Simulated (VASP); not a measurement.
```
HfO2
1.0
    0.00000     2.50646     2.50646
    2.50646     0.00000     2.50646
    2.50646     2.50646     0.00000
Hf O
1 2
Direct
  0.00000   0.00000   0.00000
  0.25000   0.25000   0.25000
  0.75000   0.75000   0.75000
```

Calculation: optB88-vdW, VASP's PBE PAW potentials (set 64) (plane waves; VASP). Numerical set-up: 520 eV cut-off, 8×8×8 Γ-centred mesh, Gaussian smearing of 0.050 eV, potentials Hf_pv O.

Q: The job: HfO₂ (fluorite), 3 atoms, optB88-vdW, static run, 520 eV, 8×8×8 Γ-centred mesh. Roughly how much core time does it take on a busy server core?

A: About 30 core-seconds (one run on a shared machine, a rough figure). It had 29 irreducible k-points, 15 bands, up to 877 plane waves and 14 electronic steps.

The compound is HfO2 in the fluorite structure, the high-temperature cubic form, which is unstable at 0 K; the monoclinic form is the stable one. This cell is one point of a volume scan, at 0.97 of the reference volume.
